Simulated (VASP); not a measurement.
TiH2C2O2, 7 atoms in the cell. The cell holds a slab with vacuum, 7 atoms: a = 2.695 Å, b = 2.695 Å, c = 28.645 Å, α = 90.00°, β = 90.00°, γ = 120.00°. The cell was built by a generator and needn't be a form met in nature.

| Property | Result |
| --- | --- |
| Program | VASP 6.6.1 |
| Task | single point |
| Functional | r2SCAN |
| Potentials or basis | VASP PAW PBE potentials, release 64 (H, O, Ti_sv, C) |
| Cutoff | 520 eV |
| k mesh | 10 × 10 × 1 |
| Occupations | gaussian, width 0.1327 eV |
| Spin | no spin polarisation |
| Hubbard terms | Ti d U = 7.2 eV, J = 0.57 eV |
| Dipole correction | no |
| LDAUTYPE | 1 |
| Hund's J | 0.57 |
| Further INCAR settings | ALGO = Normal; EDIFF = 1e-06; NBANDS = 26 |

Potentials or basis: VASP PAW PBE potentials, release 64 (H, O, Ti_sv, C).

Command:

```bash
$ cat potpaw_PBE.64/H/POTCAR potpaw_PBE.64/O/POTCAR potpaw_PBE.64/Ti_sv/POTCAR potpaw_PBE.64/C/POTCAR > POTCAR
$ cp INCAR.step1 INCAR
$ mpirun -np 1 vasp_std > vasp.out
$ cp INCAR.step2 INCAR
$ mpirun -np 1 vasp_std > vasp.out
```

Hardware: 1 thread of Intel(R) Xeon(R) 6975P-C (Granite Rapids), with other jobs on the host.

Estimate the wall time of this run.

Run time: 10 min on 1 thread of Intel(R) Xeon(R) 6975P-C (Granite Rapids), on a shared host, peak memory 0.41 GiB. Counts: scf iterations 30, k points 31.
